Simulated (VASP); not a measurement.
Calculation: PBEsol GGA, VASP's PBE PAW potentials (set 64) (plane waves; VASP).

A VASP calculation is set up with these files.

### POSCAR
```
KMgF3
3.978470
  1.0000000000   0.0000000000   0.0000000000
  0.0000000000   1.0000000000   0.0000000000
  0.0000000000   0.0000000000   1.0000000000
K Mg F
1 1 3
Cart
  0.4985420000   0.4987890000   0.4991910000
  0.0034960000   0.0013820000  -0.0086970000
 -0.0037340000   0.5001000000  -0.0039860000
  0.5006150000  -0.0014070000   0.0070540000
  0.0010810000   0.0011360000   0.5064370000
```

**INCAR**
```
# general
SYSTEM = KMgF3
PREC   = Accurate
ENCUT  = 200   # plane-wave cut-off (eV)
LREAL  = .FALSE.   # projection in real space or not
LASPH  = .TRUE.   # aspherical one-centre terms

# electronic loop
EDIFF  = 1E-6   # SCF stop (eV)
NELM   = 100   # most electronic steps
ALGO   = Normal

# smearing
ISMEAR = 0   # Gaussian
SIGMA  = 0.01   # width (eV)

# functional
GGA    = PS

# ions
ISIF   = 2

# output
LWAVE  = .FALSE.
LCHARG = .FALSE.
```

KPOINTS:
```
kpoints
0
gamma
  8 8 8
```

POTCAR, in this order: K_sv Mg F (PBE.64 set). Program: vasp_std.

At this cut-off the stress carries a Pulay error, which pulls relaxed volumes low. Gaps are read on the run's mesh, which can miss a band edge.

Problem. Predict the energy per atom (σ→0), pressure, largest force, band gap (on the k-mesh).

Solution. 
energy per atom (σ→0): -4.888 eV/atom
band gap (on the k-mesh): 7.37 eV
pressure: -262.97 GPa
largest force: 0.513 eV/Å

### OSZICAR
```
...
DAV:   7    -0.244217407120E+02    0.30773E+00   -0.35467E-01 11584   0.477E+00    0.334E+00
DAV:   8    -0.244391434689E+02   -0.17403E-01   -0.81142E-02 11656   0.243E+00    0.406E-01
DAV:   9    -0.244398490717E+02   -0.70560E-03   -0.10095E-02 12640   0.753E-01    0.152E-01
DAV:  10    -0.244397010902E+02    0.14798E-03   -0.15451E-03 11800   0.240E-01    0.512E-02
DAV:  11    -0.244397267153E+02   -0.25625E-04   -0.59951E-05 14920   0.578E-02    0.270E-02
DAV:  12    -0.244397215403E+02    0.51750E-05   -0.15940E-05 11896   0.250E-02    0.798E-03
DAV:  13    -0.244397211712E+02    0.36913E-06   -0.17363E-06  9448   0.852E-03
   1 F= -.24439721E+02 E0= -.24439721E+02  d E =-.197892E-19
```

The structure comes from a computed database's KMgF3 entry; how it stands against other phases isn't given here. The cell was not relaxed at this level, atoms are displaced from their ideal sites. The run is one of a series of settings (ENCUT = 200, KPOINTS 8×8×8 Γ-centred mesh against the base run), some of them coarse on purpose.
